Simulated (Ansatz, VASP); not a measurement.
**Cross-check of CuAu between VASP and Ansatz**

Aim: how closely do two programs agree when they are given the same cell, functional and k mesh? The cell is taken from a series of runs on this material, whose earlier steps may have relaxed, scaled, displaced or heated it; both programs get it as it stands.

Main program and level: Ansatz 0.2.0; plane waves, with VASP 6.6.1 beside it; single point at RPBE, single point at r2SCAN and single point at PBEsol.

**1. Starting point**

The structure is tetragonal, space group P4/mmm (No. 123). Conventional cell: a = 2.811 Å, b = 2.811 Å, c = 3.685 Å, α = 90.00°, β = 90.00°, γ = 90.00°. Nearest to Au lie 8 Cu at 2.71 Å and 4 Au at 2.81 Å. Nearest to Cu lie 8 Au at 2.71 Å and 4 Cu at 2.81 Å. Farther neighbours are not listed.

**2. Ansatz: single point, RPBE**

Ansatz runs on its default PAW (the set named soft_2) files.

A single point gives forces, pressure and levels at one fixed geometry, so differences don't come from the geometry; what else differs is listed under the comparison.

The input, input.yaml:

```yaml
crystal:
  lattice:
    - [2.8107494552, 0.0, 0.0]
    - [0.0, 2.8107494552, 0.0]
    - [0.0, 0.0, 3.685]
  atoms:
    - { symbol: Au, position: [0.0, 0.0, 0.0] }
    - { symbol: Cu, position: [0.5, 0.5, 0.5] }
kpoints:
  mp_grid: { grid: [14, 14, 10] }
  band_path:
    path:
      - [[0.0, 0.0, 0.0], [0.0, 0.5, 0.0], [0.5, 0.5, 0.0], [0.0, 0.0, 0.0], [0.0, 0.0, 0.5], [0.0, 0.5, 0.5], [0.5, 0.5, 0.5], [0.0, 0.0, 0.5]]
      - [[0.0, 0.5, 0.0], [0.0, 0.5, 0.5]]
      - [[0.5, 0.5, 0.0], [0.5, 0.5, 0.5]]
    npoints: 10
scf:
  occupations: { method: fermi_dirac, width: 0.05 }
  n_extra_bands: 8
hamiltonian:
  xc: rpbe
  pseudopotentials: { kind: paw }
output:
  forces: true
  stress: true
  dos:
    projected: true
    de: 0.05
    e_range: [-28, 12]
    nscf_kmesh: { grid: [24, 24, 18] }
  fatbands: true
```

Started as:

```console
> ansatz run input.yaml --threads 2 --pin off --max-ram 4096MiB --backend cpu --events-out ev --progress --plain --runs-dir out
```

Numbers of over 12 decimals in the logs are rounded to 6 here.

Log:

```text
scf.n_extra_bands = 8 over 19 filled bands (N_el = 38.0): the run solves 27 bands
Engine: ansatz 0.2.0, aarch64-unknown-linux-gnu
Pseudopotentials: kind: paw
Pseudopotential: Au, paw, valence charge 19, recommended cutoff 420 eV (normal), Au.paw.azcp
Pseudopotential: Cu, paw, valence charge 19, recommended cutoff 420 eV (normal), Cu.paw.azcp
Functional definition: RPBE
  parameter kappa = 0.804
  parameter beta = 0.066725
  exchange = rpbe_x(kappa = kappa, mu = beta*pi^2/3)
  correlation = pbe_c(beta = beta)
Crystal: 2 atoms, lattice volume = 29.113 Å³
Basis set: ecut = 420 eV, 553 PW (Γ), exchange–correlation on 40×40×50 points (8 copies of the dense FFT grid, shifted against one another)
Bands: 27, of which v1, the nominal top of the filled ones, is band 19 counted from 1 (18 counted from 0)
Symmetry: 16 space group operations
Space group: P4/mmm (ITA 123), of the structure as read, at distance tolerance 3.1e-5 Å
k-points: 216 of 1960
Non-local potential: Au, projectors of the file, l = 0: 3, l = 1: 2, l = 2: 2, l = 3: 1
Non-local potential: Cu, projectors of the file, l = 0: 3, l = 1: 2, l = 2: 3, l = 3: 1
PAW form: soft (Blöchl's): semilocal exchange-correlation on the pseudo side does not see the compensation charge
PAW frozen core: Au, regenerated for the run's functional, and the local potential with it (the file was generated under x = pbe(κ = 0.804, μ = 0.219515), c = pbe(β = 0.066725))
PAW frozen core: Cu, regenerated for the run's functional, and the local potential with it (the file was generated under x = pbe(κ = 0.804, μ = 0.219515), c = pbe(β = 0.066725))
PAW one-centre angular grid: Au, 590 points (default); XC on 64 Gauss nodes
PAW one-centre angular grid: Cu, 590 points (default); XC on 64 Gauss nodes
Initial density: superposition of atomic densities (neutral atoms: chi_scale 0, normalization atom), corrected by the library's trained network
Initial wavefunctions: pseudopotential atomic-orbital guess
Functional: x = rpbe, c = pbe(β = 0.066725)
SCF iter   1: F=—  HF=-19793.908160 eV  |F-HF|=—  |Δ(HF+E_count)|=         —  Δρ=5.65e-3  dr2=7.44e-3  ethr=1.77e-3  ⟨swp⟩=5.4  Hψ=23819  notcnv=0  defer=45
preconditioner: auto → Kerker (q_TF=auto, 2.852 Å⁻¹)  [metal: Δε(μ)=0.021 eV  Ē_g=15.246 eV  σ=0.050 eV  W_gap=0.10  n_scr=14 (ndim 8)  ℏωp=32.3 eV  f_vac=0.000  D(μ)=0.61/eV (n_scr^D=2)]
SCF iter   2: F=—  HF=-19793.907051 eV  |F-HF|=—  |Δ(HF+E_count)|=   1.11e-3  Δρ=2.24e-3  dr2=2.25e-3  ethr=1.96e-5  ⟨swp⟩=2.3  Hψ=10763  notcnv=0  defer=239
SCF iter   3: F=—  HF=-19793.906744 eV  |F-HF|=—  |Δ(HF+E_count)|=   3.07e-4  Δρ=1.11e-3  dr2=3.59e-4  ethr=5.93e-6  ⟨swp⟩=1.0  Hψ=5396  notcnv=0  defer=239
SCF iter   4: F=—  HF=-19793.906665 eV  |F-HF|=—  |Δ(HF+E_count)|=   7.94e-5  Δρ=2.86e-4  dr2=4.19e-5  ethr=9.46e-7  ⟨swp⟩=2.6  Hψ=7981  notcnv=0  defer=239
SCF iter   5: F=—  HF=-19793.906674 eV  |F-HF|=—  |Δ(HF+E_count)|=   9.15e-6  Δρ=8.35e-5  dr2=3.51e-6  ethr=1.10e-7  ⟨swp⟩=1.1  Hψ=5477  notcnv=0  defer=239
SCF iter   6: F=—  HF=-19793.906673 eV  |F-HF|=—  |Δ(HF+E_count)|=   7.15e-7  Δρ=1.96e-5  dr2=1.51e-7  ethr=9.24e-9  ⟨swp⟩=2.6  Hψ=9172  notcnv=0  defer=239
SCF iter   7: F=-19793.906673 eV  HF=-19793.906673 eV  |F-HF|=2.68e-8  |Δ(HF+E_count)|=   1.34e-8  Δρ=9.81e-6  dr2=3.84e-8  ethr=2.63e-10  ⟨swp⟩=7.9  Hψ=24104  notcnv=0
SCF 1 converged in 7 iterations: F = -19793.906673 eV  dr2 = 3.84e-8
  greatest PAW one-centre occupation: 1.000 electrons in one spin orbital (limit 2), on the Cu atom at site 1 (counted from 0), in its partial waves of l = 0
NSCF: frozen V_eff on 93 k-points
NSCF: frozen V_eff on 910 k-points
SCF converged after 7 iterations
Free energy (F): -19793.906673 eV
Harris-Foulkes:  -19793.906673 eV  (|F-HF|=2.68e-8)
Internal energy: -19793.901526 eV  (E = F + TS)
E sigma→0 (E₀):  -19793.904100 eV
Entropy (-TS):   -0.005147 eV (-2.573 meV/atom)
Fermi energy:    19.155162 eV
--- Per-component energies (eV) ---
  E_band       = -553.185825
  E_kinetic    = 904.637085
  E_local      = -5897.765032  (includes V_loc(G=0)·N_el)
  E_nonlocal   = 467.411487
  E_hartree    = 2591.660007
  E_xc         = -317.789930
  E_vxc        = -390.577162  (∫ρ·V_xc dr)
  E_paw        = -11393.142711  (= ΣΔE_a)
  E_vpaw       = -820.206702  (= ΣTr[D̂ρ^β])
  E_aug_tail   = 0.001722  (compensation charges beyond the density's cutoff)
  E_ewald      = -6148.824689
  E_core_change = -0.089466  (= ΣΔE_core)
  E_smearing   = -0.005147  (= −TS)
  E_closure    = -0.000000  (closes the sum)
  Σ components = -19793.906673   (vs F -19793.906673, Δ=0.00e0)
--- Forces (eV/Å), atoms counted from 1 ---
  atom   1  Au    -0.00000000     0.00000000     0.00000000
  atom   2  Cu     0.00000000    -0.00000000    -0.00000000
  max |Σ_I F_I| component: 6.16e-29 eV/Å
--- Stress (GPa, compression-positive) ---
        9.785740      -0.000000      -0.000000
       -0.000000       9.785740      -0.000000
       -0.000000      -0.000000       7.960498
  P = ⅓ Tr σ = 9.1773 GPa (91.773 kbar)
--- Band table (eV; the first three rows and the last of 216) ---
  k-point 0: bands = [... 15 lower, 16.9828, 17.4343, 17.6556, 17.6556, 21.2077, 27.1610, 29.1527, 29.1527, ... 4 higher]
  k-point 1: bands = [... 15 lower, 16.9485, 17.4124, 17.5788, 17.5788, 20.4455, 28.1103, 29.3896, 29.3896, ... 4 higher]
  k-point 2: bands = [... 15 lower, 16.8443, 17.3517, 17.3766, 17.3766, 18.9341, 30.0702, 30.0702, 30.1784, ... 4 higher]
  k-point 215: bands = [... 15 lower, 16.9869, 17.4615, 17.4970, 24.5113, 24.6306, 24.6306, 25.3357, 26.0068, ... 4 higher]
```

In the SCF lines HF is the Harris–Foulkes energy and dr2 the Hartree energy of the density residual, in eV; the loop may stop once dr2 is under the threshold and the program's other checks hold. Hψ counts applications of the Hamiltonian.

**3. VASP: single point, RPBE**

The same cell, functional, mesh and smearing now go to VASP, with its own data sets and cutoff.

Lines of VASP's logs that name or quote its potential files are left out, and so is its time.

The input, INCAR:

```
SYSTEM = CuAu
PREC = Accurate
ENCUT = 400
EDIFF = 1E-06
NELM = 100
ISMEAR = -1
SIGMA = 0.05
LREAL = .FALSE.
ALGO = Normal
GGA = RP
NBANDS = 17
LORBIT = 11
LWAVE = .FALSE.
LCHARG = .FALSE.
KPAR = 2
ISIF = 2
```

The input, POSCAR:

```
CuAu
1.0
    2.8107494552      0.0000000000      0.0000000000
    0.0000000000      2.8107494552      0.0000000000
    0.0000000000      0.0000000000      3.6850000000
Au Cu
1 1
Direct
    0.0000000000      0.0000000000      0.0000000000
    0.5000000000      0.5000000000      0.5000000000
```

The input, KPOINTS:

```
Automatic mesh
0
Gamma
14 14 10
0 0 0
```

The projector-augmented-wave data sets are Au and Cu (PBE family, release 64).

Started as:

```console
> mpirun -np 2 vasp_std
```

Log:

```text
[banner, memory and clock lines left out]
running    2 mpi-ranks, on    1 nodes
 distrk:  each k-point on    1 cores,    2 groups
 distr:  one band on    1 cores,    1 groups

 POSCAR found type information on POSCAR AuCu
 POSCAR found :  2 types and       2 ions
|                                                                             |
|               ----> ADVICE to this user running VASP <----                  |
|                                                                             |
|     You enforced a specific xc type in the INCAR file but a different       |
|     [... a line on the potential file left out ...]
|     I HOPE YOU KNOW WHAT YOU ARE DOING!                                     |
|                                                                             |

 LDA part: xc-table for (Slater+PW92), standard interpolation
 POSCAR, INCAR and KPOINTS ok, starting setup
 FFT: planning ... GRIDC
 FFT: planning ... GRID_SOFT
 FFT: planning ... GRID
 WAVECAR not read
 entering main loop
       N       E                     dE             d eps       ncg     rms          rms(c)
DAV:   1     0.108744530278E+03    0.10874E+03   -0.94190E+03  8008   0.150E+03
DAV:   2    -0.346327755876E+01   -0.11221E+03   -0.10582E+03  7489   0.268E+02
DAV:   3    -0.676549306125E+01   -0.33022E+01   -0.32657E+01  9102   0.573E+01
DAV:   4    -0.680536943373E+01   -0.39876E-01   -0.39859E-01  9147   0.508E+00
DAV:   5    -0.680654883321E+01   -0.11794E-02   -0.11793E-02 10285   0.930E-01    0.113E+01
DAV:   6    -0.636263500625E+01    0.44391E+00   -0.62764E+00  7766   0.696E+01    0.539E+00
DAV:   7    -0.603228264555E+01    0.33035E+00   -0.26016E+00  8979   0.750E+01    0.590E+00
DAV:   8    -0.596771764637E+01    0.64565E-01   -0.21954E-01 10127   0.120E+01    0.283E+00
DAV:   9    -0.596098607946E+01    0.67316E-02   -0.18721E-02 11101   0.309E+00    0.164E-01
DAV:  10    -0.596060267793E+01    0.38340E-03   -0.32834E-03  9410   0.750E-01    0.980E-02
DAV:  11    -0.596059217403E+01    0.10504E-04   -0.92144E-05  9759   0.104E-01    0.276E-02
DAV:  12    -0.596058810249E+01    0.40715E-05   -0.12598E-05 11273   0.909E-02    0.781E-03
DAV:  13    -0.596058756425E+01    0.53824E-06   -0.65354E-07  4503   0.106E-02
   1 F= -.59605876E+01 E0= -.59580330E+01  d E =-.510917E-02
```

Parts of OUTCAR (step 3):

```text
ion  position               nearest neighbor table
   1  0.000  0.000  0.000-   2 2.71   2 2.71   2 2.71   2 2.71   2 2.71   2 2.71   2 2.71   2 2.71

  LATTYP: Found a simple tetragonal cell.
 ALAT       =     2.8107494552
 C/A-ratio  =     1.3110382333

 Subroutine GETGRP returns: Found 16 space group operations
 (whereof 16 operations were pure point group operations)

The static configuration has the point symmetry D_4h.

 Found    216 irreducible k-points:

   k-points           NKPTS =    216   k-points in BZ     NKDIM =    216   number of bands    NBANDS=     17

   dimension x,y,z NGX =    18 NGY =   18 NGZ =   24
   dimension x,y,z NGXF=    36 NGYF=   36 NGZF=   48

   ENCUT  =  400.0 eV  29.40 Ry    5.42 a.u.   4.58  4.58  6.01*2*pi/ulx,y,z

   NELECT =      22.0000    total number of electrons

 k-points in reciprocal lattice and weights: Automatic mesh
   0.00000000  0.00000000  0.00000000       0.001
   0.07142857  0.00000000  0.00000000       0.002
   0.14285714  0.00000000  0.00000000       0.002
   0.21428571  0.00000000  0.00000000       0.002
   0.28571429  0.00000000  0.00000000       0.002
   0.35714286  0.00000000  0.00000000       0.002
   0.42857143  0.00000000  0.00000000       0.002
   0.50000000  0.00000000  0.00000000       0.001
   0.07142857  0.07142857  0.00000000       0.002
[...]
0.50000000  0.42857143  0.50000000       0.002
   0.50000000  0.50000000  0.50000000       0.001

 average (electrostatic) potential at core
       1 -65.1978       2 -62.3442

 E-fermi :   8.9014

 k-point     1 :       0.0000    0.0000    0.0000
  band No.  band energies     occupation
    ...
      7       6.0371      2.00000
      8       6.7224      2.00000
      9       7.1638      2.00000
     10       7.3821      2.00000
     11       7.3821      2.00000
     12      10.9847      0.00000
     13      16.9219      0.00000
     14      18.9204      0.00000
     15      18.9204      0.00000
     16      25.5602      0.00000
    ...

 k-point     2 :       0.0714    0.0000    0.0000
  band No.  band energies     occupation
    ...
      7       6.0565      2.00000
      8       6.7172      2.00000
      9       7.1134      2.00000
     10       7.1988      2.00000
     11       7.3576      2.00000
     12      11.3295      0.00000
     13      16.7737      0.00000
     14      18.2678      0.00000
     15      19.1246      0.00000
     16      25.4438      0.00000
    ...

 k-point     3 :       0.1429    0.0000    0.0000
  band No.  band energies     occupation
    ...
      7       6.1008      2.00000
      8       6.7137      2.00000
      9       6.8194      2.00000
     10       6.9849      2.00000
     11       7.2857      2.00000
     12      12.1899      0.00000
     13      15.8317      0.00000
     14      17.5340      0.00000
     15      19.7110      0.00000
     16      24.9204      0.00000
    ...

  Total        1.6949857      1.6949857      1.3823736      0.0000000      0.0000000      0.0000000
  in kB       93.2813560     93.2813560     76.0771543      0.0000000      0.0000000      0.0000000
  external PRESSURE =      87.5466221 kB  Pullay stress =       0.0000000 kB

  energy-cutoff  :      400.00
  volume of cell :       29.11
      direct lattice vectors                 reciprocal lattice vectors
     2.810749455  0.000000000  0.000000000     0.355776997  0.000000000  0.000000000
     0.000000000  2.810749455  0.000000000     0.000000000  0.355776997  0.000000000
     0.000000000  0.000000000  3.685000000     0.000000000  0.000000000  0.271370421

 POSITION                                       TOTAL-FORCE (eV/Angst)
 -----------------------------------------------------------------------------------
      0.00000      0.00000      0.00000         0.000000      0.000000      0.000000
      1.40537      1.40537      1.84250         0.000000      0.000000      0.000000
 -----------------------------------------------------------------------------------
    total drift:                                0.000000     -0.000000     -0.000000

  FREE ENERGIE OF THE ION-ELECTRON SYSTEM (eV)
  ---------------------------------------------------
  free  energy   TOTEN  =        -5.9605875642 eV

  energy  without entropy=       -5.9554783979  energy(sigma->0) =       -5.95803298

 total charge
# of ion       s       p       d       tot
------------------------------------------
    1        0.613   0.422   8.710   9.744
    2        0.373   0.312   9.218   9.903
--------------------------------------------------
tot          0.986   0.734  17.928  19.648

[... 3 further parts left out ...]
```

The PAW data sets were made with PBE, which is usual practice but a small mismatch for other functionals.

**4. Comparison**

Known differences besides the potentials themselves: the data sets hold 38 valence electrons in Ansatz (default PAW (the set named soft_2) files) and 22 in VASP; the cutoff is 420 eV in Ansatz and 400 eV in VASP; Ansatz makes its cores anew for this functional, VASP keeps those of its PBE data sets; VASP leaves aspherical gradient terms in its spheres out (LASPH is not set), Ansatz keeps them. Total energies have different zeros and are not compared.

The two programs side by side:

```tsv
quantity	Ansatz	VASP	difference
pressure (GPa)	9.18	8.75	+0.42
```

**5. Ansatz: single point, r2SCAN**

A single point gives forces, pressure and levels at one fixed geometry, so differences don't come from the geometry; what else differs is listed under the comparison.

The cell is taken from a series of runs on this material, whose earlier steps may have relaxed, scaled, displaced or heated it; both programs get it as it stands.

Changes to input.yaml since step 2:

```diff
@@ -20,3 +20,3 @@
 hamiltonian:
-  xc: rpbe
+  xc: r2scan
   pseudopotentials: { kind: paw }
```

Started as:

```console
> ansatz run input.yaml --threads 2 --pin off --max-ram 4096MiB --backend cpu --events-out ev --progress --plain --runs-dir out
```

Log:

```text
[...]
Crystal: 2 atoms, lattice volume = 29.113 Å³
Basis set: ecut = 500 eV, 741 PW (Γ), exchange–correlation on 96×96×108 points (64 copies of the dense FFT grid, shifted against one another)
Bands: 27, of which v1, the nominal top of the filled ones, is band 19 counted from 1 (18 counted from 0)
Symmetry: 16 space group operations
[...]
k-points: 216 of 1960
[...]
k-point 0: bands = [... 15 lower, 16.5464, 17.0192, 17.2608, 17.2608, 21.0536, 27.2641, 29.3294, 29.3294, ... 4 higher]
  k-point 1: bands = [... 15 lower, 16.5118, 16.9974, 17.1837, 17.1837, 20.2617, 28.2466, 29.5729, 29.5729, ... 4 higher]
  k-point 2: bands = [... 15 lower, 16.4065, 16.9374, 16.9811, 16.9811, 18.6851, 30.2732, 30.2732, 30.3901, ... 4 higher]
  k-point 215: bands = [... 15 lower, 16.5633, 17.0370, 17.0836, 24.5371, 24.5371, 24.6089, 25.2869, 25.9927, ... 4 higher]
[key lines of the parts left out:]
SCF converged after 9 iterations
Free energy (F): -19794.853115 eV
Fermi energy:    18.867667 eV
P = ⅓ Tr σ = -0.0761 GPa (-0.761 kbar)
```

(Continued in part 2 of 2.)

[Lines on the potential files, build, host, timing and source positions are cut from VASP's logs without a mark.]

[Logs are printed without paths, hosts, clocks, repeated set-up lines and the standing remarks that a program may print on its own settings, such as how far it seeks lower states.]

[Hosts, paths, dates, database ids (printed as entryN), source tags and the programs' standing remarks are cut or masked in the printed files.]
